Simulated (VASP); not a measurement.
# YAl2Pd5 under strain, part 4 of 5

How does the pressure of YAl2Pd5 answer to a change of volume? The bands are shown for each cell. All runs use PBEsol. Left out of this account: at least 1 further run (self-consistent run: a reference on another mesh). The start is a computed cell from the Materials Project.

VASP 6.6.1; PBEsol; plane waves and PAW (Y_sv, Al, Pd).

Still holding for the runs below: This run has no spin polarisation. Its electron count is odd, so without a moment it is a metal by construction. Spin-orbit coupling is off here; it would split degenerate levels.

So far, pressure (GPa): step 2 (bands, cell as listed) -3.11; step 3 (cell volume +4.0 %) -8.27; step 4 (cell volume +8.0 %) -12.3; step 5 (bands, sheared, principal strains -1.5, +0.4, +1.2 %) -3.04.

### 6. Bands, volume times 0.96

The cell is compressed evenly, with fractional positions held.

INCAR reads:

```
SYSTEM = YAl2Pd5
PREC = Accurate
ENCUT = 400
EDIFF = 1E-06
NELM = 100
ISMEAR = -1
SIGMA = 0.05
LREAL = .FALSE.
ALGO = Normal
GGA = PS
NBANDS = 53
LASPH = .TRUE.
LORBIT = 11
LWAVE = .FALSE.
LCHARG = .FALSE.
KPAR = 8
```

POSCAR reads:

```
YAl2Pd5
1.0
    0.0000000000     -4.0553177974      0.0000000000
   -4.0553177974      0.0000000000      0.0000000000
    2.0276588987     -2.0276588987     -7.3444624714
Y Al Pd
1 2 5
Direct
    0.0000000000      0.0000000000      0.0000000000
    0.7466854600      0.2533145400      0.5066290800
    0.2533145400      0.7466854600      0.4933709200
    0.5000000000      0.5000000000      0.0000000000
    0.8551761700      0.6448238300      0.2896476600
    0.3551761700      0.1448238300      0.2896476600
    0.1448238300      0.3551761700      0.7103523400
    0.6448238300      0.8551761700      0.7103523400
```

KPOINTS reads:

```
Automatic mesh
0
Gamma
8 8 8
0 0 0
```

KPOINTS_OPT reads:

```
Line mode
12
Line-mode
Reciprocal
  0.00000000   0.00000000   0.00000000 GAMMA
  0.50000000  -0.50000000   0.50000000 X

  0.50000000  -0.50000000   0.50000000 X
  0.53811007  -0.46188993   0.50000000 Y

  0.53811007  -0.46188993   0.50000000 Y
  0.53811007   0.00000000   0.26905504 S

  0.53811007   0.00000000   0.26905504 S
  0.00000000   0.00000000   0.00000000 GAMMA

  0.00000000   0.00000000   0.00000000 GAMMA
  0.00000000   0.00000000  -0.50000000 Z

  0.00000000   0.00000000  -0.50000000 Z
  0.46188993   0.00000000  -0.26905504 S1

  0.46188993   0.00000000  -0.26905504 S1
  0.50000000   0.00000000   0.00000000 N

  0.50000000   0.00000000   0.00000000 N
  0.50000000  -0.50000000   0.25000000 P

  0.50000000  -0.50000000   0.25000000 P
  0.46188993  -0.46188993  -0.03811007 Y1

  0.46188993  -0.46188993  -0.03811007 Y1
  0.00000000   0.00000000  -0.50000000 Z

  0.50000000  -0.50000000   0.50000000 X
  0.50000000  -0.50000000   0.25000000 P
```

Potentials, in the order of the species: Y_sv, Al and Pd (PBE family, release 64).

Command:

```sh
$ mpirun -np 8 vasp_std
```

Log:

```text
[... set-up lines as in an earlier step ...]
 entering main loop
       N       E                     dE             d eps       ncg     rms          rms(c)
DAV:   1     0.342763701982E+03    0.34276E+03   -0.27044E+04  6254   0.988E+02
DAV:   2    -0.401865300748E+02   -0.38295E+03   -0.35567E+03  6714   0.261E+02
DAV:   3    -0.547310665550E+02   -0.14545E+02   -0.14308E+02  7962   0.493E+01
DAV:   4    -0.550783314883E+02   -0.34726E+00   -0.34569E+00  8596   0.617E+00
DAV:   5    -0.550835664713E+02   -0.52350E-02   -0.52341E-02  7162   0.698E-01    0.435E+01
DAV:   6    -0.528679731688E+02    0.22156E+01   -0.80115E+00  7247   0.168E+01    0.209E+01
DAV:   7    -0.526485865668E+02    0.21939E+00   -0.19963E+00  7075   0.101E+01    0.140E+01
DAV:   8    -0.524548031623E+02    0.19378E+00   -0.10117E+00  7248   0.821E+00    0.253E+00
DAV:   9    -0.524201670198E+02    0.34636E-01   -0.22254E-01  6915   0.444E+00    0.139E+00
DAV:  10    -0.524046624016E+02    0.15505E-01   -0.39555E-02  6939   0.189E+00    0.357E-01
DAV:  11    -0.524045911489E+02    0.71253E-04   -0.48907E-03  7222   0.330E-01    0.146E-01
DAV:  12    -0.524045541390E+02    0.37010E-04   -0.60385E-04  7194   0.154E-01    0.717E-02
DAV:  13    -0.524045207515E+02    0.33387E-04   -0.14447E-04  6862   0.909E-02    0.306E-02
DAV:  14    -0.524045207757E+02   -0.24231E-07   -0.94148E-06  6882   0.155E-02
   1 F= -.52404521E+02 E0= -.52396235E+02  d E =-.165711E-01
 Start KPOINTS_OPT (optional k-point list driver)
k-point batch [1-59\132]
       N       E                     dE             ncg
DAV:   1     0.351833345565E+05   -0.34961E+05     6254
DAV:   2     0.128522555803E+05   -0.22331E+05     6778
DAV:   3     0.120285195693E+05   -0.82374E+03     8017
DAV:   4     0.120109523568E+05   -0.17567E+02     8328
DAV:   5     0.120106137360E+05   -0.33862E+00     7214
DAV:   6     0.120106050325E+05   -0.87035E-02     7991
DAV:   7     0.120106047603E+05   -0.27222E-03     7172
DAV:   8     0.120106047501E+05   -0.10161E-04     5663
DAV:   9     0.120106047496E+05   -0.53133E-06     4411
[...]
k-point batch [119-132\132]
       N       E                     dE             ncg
DAV:   1     0.841053672147E+05   -0.17048E+05     1484
DAV:   2     0.788849139076E+05   -0.52205E+04     1634
DAV:   3     0.786981663140E+05   -0.18675E+03     1921
DAV:   4     0.786942401101E+05   -0.39262E+01     1931
DAV:   5     0.786941687413E+05   -0.71369E-01     1716
DAV:   6     0.786941673045E+05   -0.14368E-02     1875
DAV:   7     0.786941672700E+05   -0.34495E-04     1735
DAV:   8     0.786941672691E+05   -0.95119E-06     1347
```

Wall time 44 s (8 MPI ranks of Intel Xeon 6975P-C (Granite Rapids), shared host); peak memory 3.9 GiB.

Parts of OUTCAR (step 6):

```text
   ENCUT  =  400.0 eV  29.40 Ry    5.42 a.u.   6.61  6.61 12.86*2*pi/ulx,y,z

   NELECT =      67.0000    total number of electrons

 E-fermi :   9.5435

 k-point     1 :       0.0000    0.0000    0.0000
  band No.  band energies     occupation
    ...
     28       7.5146      2.00000
     29       7.5957      2.00000
     30       8.0863      2.00000
     31       8.4752      2.00000
     32       8.4945      2.00000
     33      10.2925      0.00000
     34      10.2925      0.00000
     35      12.3539      0.00000
     36      12.4234      0.00000
     37      12.5837      0.00000
    ...

  Total        2.6917167      2.6917167      2.3649490      0.0000000      0.0000000      0.0000000
  in kB       35.7050898     35.7050898     31.3705812      0.0000000      0.0000000      0.0000000
  external PRESSURE =      34.2602536 kB  Pullay stress =       0.0000000 kB

 POSITION                                       TOTAL-FORCE (eV/Angst)
 -----------------------------------------------------------------------------------
      0.00000      0.00000      0.00000         0.000000     -0.000000      0.000000
      0.00000     -4.05532     -3.72092        -0.000000      0.000000      0.069754
     -2.02766     -2.02766     -3.62354         0.000000     -0.000000     -0.069754
     -2.02766     -2.02766      0.00000        -0.000000      0.000000      0.000000
     -2.02766     -4.05532     -2.12731        -0.000000      0.000000      0.243057
      0.00000     -2.02766     -2.12731        -0.000000      0.000000      0.243057
      0.00000     -2.02766     -5.21716         0.000000     -0.000000     -0.243057
     -2.02766     -4.05532     -5.21716         0.000000     -0.000000     -0.243057
 -----------------------------------------------------------------------------------
    total drift:                               -0.000000     -0.000000     -0.000000

  FREE ENERGIE OF THE ION-ELECTRON SYSTEM (eV)
  ---------------------------------------------------
  free  energy   TOTEN  =       -52.4045207757 eV

  energy  without entropy=      -52.3879497184  energy(sigma->0) =      -52.39623525

[... 3 parts as in an earlier step ...]

[... 13 further parts left out ...]
```

This step gave:

```yaml
irreducible_k_points: 59
symmetry_operations: 16
free_energy_toten: -52.4045 eV
energy_at_zero_smearing: -52.3962 eV
fermi_energy: 9.543 eV
pressure: 3.426 GPa
```

Electronic bands along the path, in eV, zero at the Fermi level; # counts the bands kept in this run, so #1 is VASP's band 5:

| point | #27 | #28 | #29 | #30 | #31 | #32 | #33 | #34 |
| --- | --- | --- | --- | --- | --- | --- | --- | --- |
| Γ | -1.07 | -1.05 | 0.75 | 0.75 | 2.81 | 2.88 | 3.04 | 3.04 |
| 0.55 of the way | -1.65 | -1.65 | -0.43 | -0.10 | 0.05 | 1.28 | 1.93 | 2.75 |
| X | -1.81 | -1.43 | -0.93 | -0.77 | -0.34 | 1.13 | 1.18 | 1.89 |
| 0.45 of the way | -1.82 | -1.43 | -0.93 | -0.76 | -0.32 | 1.14 | 1.18 | 1.89 |
| Y | -1.87 | -1.42 | -0.91 | -0.72 | -0.22 | 1.18 | 1.18 | 1.89 |
| 0.55 of the way | -2.04 | -1.78 | -0.92 | -0.22 | 1.19 | 1.33 | 1.92 | 2.21 |
| S | -2.05 | -1.64 | -1.15 | -0.14 | 1.81 | 1.88 | 1.89 | 2.85 |
| 0.45 of the way | -1.55 | -1.48 | -0.80 | -0.39 | 1.78 | 2.34 | 2.55 | 2.62 |
| Γ | -1.07 | -1.05 | 0.75 | 0.75 | 2.81 | 2.88 | 3.04 | 3.04 |
| 0.45 of the way | -1.07 | -1.05 | 0.59 | 0.59 | 1.91 | 2.67 | 2.70 | 2.70 |
| Z | -1.05 | -0.38 | 0.36 | 0.36 | 0.51 | 2.36 | 2.36 | 2.51 |
| 0.45 of the way | -1.43 | -1.16 | -0.47 | 0.89 | 1.24 | 1.90 | 1.93 | 2.81 |
| S1 | -2.05 | -1.64 | -1.15 | -0.14 | 1.81 | 1.88 | 1.89 | 2.85 |
| 0.55 of the way | -2.11 | -1.63 | -1.05 | -0.34 | 1.68 | 1.81 | 2.13 | 2.82 |
| N | -2.14 | -1.63 | -0.95 | -0.45 | 1.61 | 1.81 | 2.20 | 2.82 |
| 0.45 of the way | -1.99 | -1.71 | -1.14 | -0.20 | 0.81 | 1.38 | 1.82 | 2.13 |
| P | -1.81 | -1.47 | -1.23 | -0.49 | -0.49 | 1.15 | 1.15 | 2.04 |
| 0.45 of the way | -1.72 | -1.64 | -1.05 | -0.63 | -0.36 | 1.15 | 1.17 | 1.94 |
| Y1 | -1.87 | -1.42 | -0.91 | -0.72 | -0.22 | 1.18 | 1.18 | 1.89 |
| 0.45 of the way | -1.36 | -1.33 | -0.26 | 0.10 | 1.36 | 1.52 | 1.98 | 2.06 |
| Z | -1.05 | -0.38 | 0.36 | 0.36 | 0.51 | 2.36 | 2.36 | 2.51 |
| jump to X | -1.81 | -1.43 | -0.93 | -0.77 | -0.34 | 1.13 | 1.18 | 1.89 |
| 0.55 of the way | -1.70 | -1.66 | -1.06 | -0.64 | -0.39 | 1.14 | 1.17 | 1.94 |
| P | -1.81 | -1.47 | -1.23 | -0.49 | -0.49 | 1.15 | 1.15 | 2.04 |

Of the projections kept (Y, Al, Pd), the largest for each band there, as a share of the weight inside these atoms' spheres; weight between the spheres isn't counted:

| point | #27 | #28 | #29 | #30 | #31 | #32 | #33 | #34 |
| --- | --- | --- | --- | --- | --- | --- | --- | --- |
| Γ | Pd 1.00 | Pd 1.00 | Pd 0.75 | Pd 0.75 | Y 0.51 | Y 0.63 | Pd 0.80 | Pd 0.80 |
| X | Pd 1.00 | Pd 1.00 | Pd 0.71 | Pd 0.81 | Pd 0.94 | Pd 0.79 | Pd 0.72 | Pd 0.69 |
| Y | Pd 0.99 | Pd 1.00 | Pd 0.73 | Pd 0.83 | Pd 0.91 | Pd 0.71 | Pd 0.76 | Pd 0.69 |
| S | Pd 0.95 | Pd 0.99 | Pd 0.84 | Pd 0.76 | Y 0.58 | Pd 0.68 | Pd 0.70 | Y 0.53 |
| Γ | Pd 1.00 | Pd 1.00 | Pd 0.75 | Pd 0.75 | Y 0.51 | Y 0.63 | Pd 0.80 | Pd 0.80 |
| Z | Pd 1.00 | Pd 0.71 | Pd 0.74 | Pd 0.74 | Pd 0.82 | Pd 0.52 | Pd 0.52 | Pd 0.52 |

Force by atom:

| atom | x (eV/Å) | y (eV/Å) | z (eV/Å) | size |
| --- | --- | --- | --- | --- |
| Y1 | 0.000 | 0.000 | 0.000 | 0.000 |
| Al2 | 0.000 | 0.000 | 0.070 | 0.070 |
| Al3 | 0.000 | 0.000 | -0.070 | 0.070 |
| Pd4 | 0.000 | 0.000 | 0.000 | 0.000 |
| Pd5 | 0.000 | 0.000 | 0.243 | 0.243 |
| Pd6 | 0.000 | 0.000 | 0.243 | 0.243 |
| Pd7 | 0.000 | 0.000 | -0.243 | 0.243 |
| Pd8 | 0.000 | 0.000 | -0.243 | 0.243 |

 The pressure is 3.43 GPa.

Between step 2 and this run (cell volume -4.0 %) the value for the pressure moves from -3.11 GPa to 3.43 GPa.

### 7. Bands, volume times 0.92

The cell is scaled evenly once more. A prediction first. A least-squares parabola for the 4 pressures of evenly scaled cells so far, P = -3.09 -145.7 t +336 t² GPa with t = ln(V/V₁) and V₁ the volume at scale 1, gives 11.40 GPa at t = -0.0834.

INCAR is that of step 6.

Edit POSCAR of step 6 so:

```diff
@@ -2,5 +2,5 @@
 1.0
-    0.0000000000     -4.0553177974      0.0000000000
-   -4.0553177974      0.0000000000      0.0000000000
-    2.0276588987     -2.0276588987     -7.3444624714
+    0.0000000000     -3.9981930362      0.0000000000
+   -3.9981930362      0.0000000000      0.0000000000
+    1.9990965181     -1.9990965181     -7.2410055573
 Y Al Pd
```

KPOINTS is that of step 6.

KPOINTS_OPT is that of step 6.

Command:

```sh
$ mpirun -np 8 vasp_std
```

Log:

```text
[... set-up lines as in an earlier step ...]
 entering main loop
       N       E                     dE             d eps       ncg     rms          rms(c)
DAV:   1     0.348664915204E+03    0.34866E+03   -0.27080E+04  6254   0.994E+02
DAV:   2    -0.398612217283E+02   -0.38853E+03   -0.36094E+03  6806   0.265E+02
DAV:   3    -0.546482668514E+02   -0.14787E+02   -0.14561E+02  7885   0.504E+01
DAV:   4    -0.549638031028E+02   -0.31554E+00   -0.31444E+00  8381   0.604E+00
DAV:   5    -0.549696949544E+02   -0.58919E-02   -0.58911E-02  7176   0.757E-01    0.474E+01
DAV:   6    -0.526125466185E+02    0.23571E+01   -0.81469E+00  7208   0.171E+01    0.225E+01
DAV:   7    -0.523817126033E+02    0.23083E+00   -0.18406E+00  7097   0.960E+00    0.143E+01
DAV:   8    -0.522022459497E+02    0.17947E+00   -0.91194E-01  7298   0.759E+00    0.231E+00
DAV:   9    -0.521747461709E+02    0.27500E-01   -0.18378E-01  6946   0.412E+00    0.130E+00
DAV:  10    -0.521620875013E+02    0.12659E-01   -0.34199E-02  6963   0.178E+00    0.354E-01
DAV:  11    -0.521619754821E+02    0.11202E-03   -0.39962E-03  7206   0.323E-01    0.152E-01
DAV:  12    -0.521619529516E+02    0.22530E-04   -0.48496E-04  7198   0.132E-01    0.701E-02
DAV:  13    -0.521619234764E+02    0.29475E-04   -0.13125E-04  6815   0.826E-02    0.309E-02
DAV:  14    -0.521619236525E+02   -0.17608E-06   -0.96309E-06  6903   0.157E-02
   1 F= -.52161924E+02 E0= -.52154028E+02  d E =-.157905E-01
 Start KPOINTS_OPT (optional k-point list driver)
k-point batch [1-59\132]
       N       E                     dE             ncg
DAV:   1     0.373780867852E+05   -0.33709E+05     6254
DAV:   2     0.147110003208E+05   -0.22667E+05     6789
DAV:   3     0.138650753077E+05   -0.84593E+03     7975
DAV:   4     0.138472153965E+05   -0.17860E+02     8346
DAV:   5     0.138468880247E+05   -0.32737E+00     7210
DAV:   6     0.138468803203E+05   -0.77044E-02     7900
DAV:   7     0.138468801052E+05   -0.21511E-03     7127
DAV:   8     0.138468800978E+05   -0.73395E-05     5724
DAV:   9     0.138468800974E+05   -0.40015E-06     4350
[...]
k-point batch [119-132\132]
       N       E                     dE             ncg
DAV:   1     0.854503257505E+05   -0.16452E+05     1484
DAV:   2     0.801720710098E+05   -0.52783E+04     1634
DAV:   3     0.799801733869E+05   -0.19190E+03     1908
DAV:   4     0.799759141198E+05   -0.42593E+01     1955
DAV:   5     0.799758321742E+05   -0.81946E-01     1685
DAV:   6     0.799758306393E+05   -0.15349E-02     1883
DAV:   7     0.799758306029E+05   -0.36418E-04     1738
DAV:   8     0.799758306018E+05   -0.10813E-05     1395
DAV:   9     0.799758306017E+05   -0.99491E-07     1159
```

Elapsed: 41 s, on 8 MPI ranks; peak memory 3.8 GiB.

From OUTCAR (step 7):

```text
   ENCUT  =  400.0 eV  29.40 Ry    5.42 a.u.   6.52  6.52 12.68*2*pi/ulx,y,z

   NELECT =      67.0000    total number of electrons

 E-fermi :  10.1795

 k-point     1 :       0.0000    0.0000    0.0000
  band No.  band energies     occupation
    ...
     28       8.0489      2.00000
     29       8.1367      2.00000
     30       8.6611      2.00000
     31       9.0790      2.00000
     32       9.0993      2.00000
     33      10.9299      0.00000
     34      10.9299      0.00000
     35      13.0798      0.00000
     36      13.1260      0.00000
     37      13.2423      0.00000
    ...

  Total        8.6219225      8.6219225      8.1207826      0.0000000      0.0000000      0.0000000
  in kB      119.3406230    119.3406230    112.4040790      0.0000000      0.0000000      0.0000000
  external PRESSURE =     117.0284417 kB  Pullay stress =       0.0000000 kB

 POSITION                                       TOTAL-FORCE (eV/Angst)
 -----------------------------------------------------------------------------------
      0.00000      0.00000      0.00000         0.000000      0.000000      0.000000
      0.00000     -3.99819     -3.66850        -0.000000      0.000000      0.122187
     -1.99910     -1.99910     -3.57250         0.000000     -0.000000     -0.122187
     -1.99910     -1.99910      0.00000        -0.000000     -0.000000      0.000000
     -1.99910     -3.99819     -2.09734        -0.000000     -0.000000      0.418847
      0.00000     -1.99910     -2.09734        -0.000000     -0.000000      0.418847
      0.00000     -1.99910     -5.14367        -0.000000     -0.000000     -0.418847
     -1.99910     -3.99819     -5.14367        -0.000000     -0.000000     -0.418847
 -----------------------------------------------------------------------------------
    total drift:                               -0.000000     -0.000000     -0.000000

  FREE ENERGIE OF THE ION-ELECTRON SYSTEM (eV)
  ---------------------------------------------------
  free  energy   TOTEN  =       -52.1619236525 eV

  energy  without entropy=      -52.1461331651  energy(sigma->0) =      -52.15402841

[... 4 parts as in an earlier step ...]

[... 12 further parts left out ...]
```

This step gave:

```yaml
free_energy_toten: -52.1619 eV
energy_at_zero_smearing: -52.1540 eV
fermi_energy: 10.18 eV
pressure: 11.70 GPa
```

Electronic bands along the path, in eV, zero at the Fermi level; # counts the bands kept in this run, so #1 is VASP's band 5:

| point | #27 | #28 | #29 | #30 | #31 | #32 | #33 | #34 |
| --- | --- | --- | --- | --- | --- | --- | --- | --- |
| Γ | -1.10 | -1.08 | 0.75 | 0.75 | 2.90 | 2.95 | 3.06 | 3.06 |
| 0.45 of the way | -1.68 | -1.65 | -0.26 | 0.22 | 0.42 | 1.46 | 2.41 | 3.04 |
| X | -1.91 | -1.49 | -1.01 | -0.80 | -0.34 | 1.22 | 1.26 | 1.96 |
| 0.55 of the way | -1.92 | -1.49 | -1.01 | -0.78 | -0.30 | 1.23 | 1.26 | 1.96 |
| Y | -1.96 | -1.49 | -0.99 | -0.74 | -0.21 | 1.26 | 1.26 | 1.97 |
| 0.45 of the way | -2.10 | -1.85 | -0.94 | -0.30 | 1.07 | 1.14 | 1.86 | 2.25 |
| S | -2.16 | -1.73 | -1.23 | -0.15 | 1.82 | 1.95 | 1.95 | 2.91 |
| 0.55 of the way | -1.65 | -1.55 | -0.61 | 0.18 | 1.57 | 2.55 | 2.72 | 2.94 |
| Γ | -1.10 | -1.08 | 0.75 | 0.75 | 2.90 | 2.95 | 3.06 | 3.06 |
| 0.45 of the way | -1.10 | -1.08 | 0.58 | 0.58 | 1.97 | 2.73 | 2.73 | 2.73 |
| Z | -1.08 | -0.39 | 0.33 | 0.33 | 0.54 | 2.37 | 2.37 | 2.56 |
| 0.55 of the way | -1.59 | -1.58 | -0.68 | 1.03 | 1.48 | 1.69 | 1.94 | 2.96 |
| S1 | -2.16 | -1.73 | -1.23 | -0.15 | 1.82 | 1.95 | 1.95 | 2.91 |
| 0.55 of the way | -2.22 | -1.72 | -1.11 | -0.37 | 1.76 | 1.82 | 2.18 | 2.87 |
| N | -2.25 | -1.72 | -0.98 | -0.52 | 1.70 | 1.81 | 2.25 | 2.88 |
| 0.45 of the way | -2.10 | -1.80 | -1.19 | -0.25 | 0.85 | 1.43 | 1.88 | 2.22 |
| P | -1.90 | -1.61 | -1.29 | -0.49 | -0.49 | 1.24 | 1.24 | 2.11 |
| 0.55 of the way | -1.91 | -1.65 | -1.10 | -0.68 | -0.33 | 1.23 | 1.25 | 2.00 |
| Y1 | -1.96 | -1.49 | -0.99 | -0.74 | -0.21 | 1.26 | 1.26 | 1.97 |
| 0.45 of the way | -1.43 | -1.39 | -0.34 | 0.12 | 1.40 | 1.55 | 2.03 | 2.12 |
| Z | -1.08 | -0.39 | 0.33 | 0.33 | 0.54 | 2.37 | 2.37 | 2.56 |
| jump to X | -1.91 | -1.49 | -1.01 | -0.80 | -0.34 | 1.22 | 1.26 | 1.96 |
| 0.45 of the way | -1.89 | -1.67 | -1.10 | -0.69 | -0.37 | 1.22 | 1.25 | 2.00 |
| P | -1.90 | -1.61 | -1.29 | -0.49 | -0.49 | 1.24 | 1.24 | 2.11 |

Of the projections kept (Y, Al, Pd), the largest for each band there, as a share of the weight inside these atoms' spheres; weight between the spheres isn't counted:

| point | #27 | #28 | #29 | #30 | #31 | #32 | #33 | #34 |
| --- | --- | --- | --- | --- | --- | --- | --- | --- |
| Γ | Pd 1.00 | Pd 1.00 | Pd 0.75 | Pd 0.75 | Y 0.51 | Y 0.63 | Pd 0.81 | Pd 0.81 |
| X | Pd 1.00 | Pd 1.00 | Pd 0.70 | Pd 0.80 | Pd 0.94 | Pd 0.78 | Pd 0.71 | Pd 0.68 |
| Y | Pd 0.99 | Pd 1.00 | Pd 0.73 | Pd 0.82 | Pd 0.91 | Pd 0.71 | Pd 0.76 | Pd 0.68 |
| S | Pd 0.94 | Pd 0.99 | Pd 0.84 | Pd 0.75 | Y 0.57 | Pd 0.67 | Pd 0.71 | Y 0.52 |
| Γ | Pd 1.00 | Pd 1.00 | Pd 0.75 | Pd 0.75 | Y 0.51 | Y 0.63 | Pd 0.81 | Pd 0.81 |
| Z | Pd 1.00 | Pd 0.71 | Pd 0.74 | Pd 0.74 | Pd 0.81 | Pd 0.53 | Pd 0.53 | Pd 0.54 |

Force by atom:

| atom | x (eV/Å) | y (eV/Å) | z (eV/Å) | size |
| --- | --- | --- | --- | --- |
| Y1 | 0.000 | 0.000 | 0.000 | 0.000 |
| Al2 | 0.000 | 0.000 | 0.122 | 0.122 |
| Al3 | 0.000 | 0.000 | -0.122 | 0.122 |
| Pd4 | 0.000 | 0.000 | 0.000 | 0.000 |
| Pd5 | 0.000 | 0.000 | 0.419 | 0.419 |
| Pd6 | 0.000 | 0.000 | 0.419 | 0.419 |
| Pd7 | 0.000 | 0.000 | -0.419 | 0.419 |
| Pd8 | 0.000 | 0.000 | -0.419 | 0.419 |

 The pressure is 11.70 GPa. The parabola predicted 11.40 GPa, -0.31 GPa off.

[end of part 4 of 5]

[Lines on the potential files, build, host, timing and source positions are cut from VASP's logs without a mark.]

[Logs are printed without paths, hosts, clocks, repeated set-up lines and the standing remarks that a program may print on its own settings, such as how far it seeks lower states.]

[Hosts, paths, dates, database ids (printed as entryN), source tags and the programs' standing remarks are cut or masked in the printed files.]

[A measured line is paired with the nearest computed mode of its activity, which favours agreement.]

[In band tables of VASP the shares of atoms and orbitals are scaled to a sum of 1 inside the atoms' spheres.]
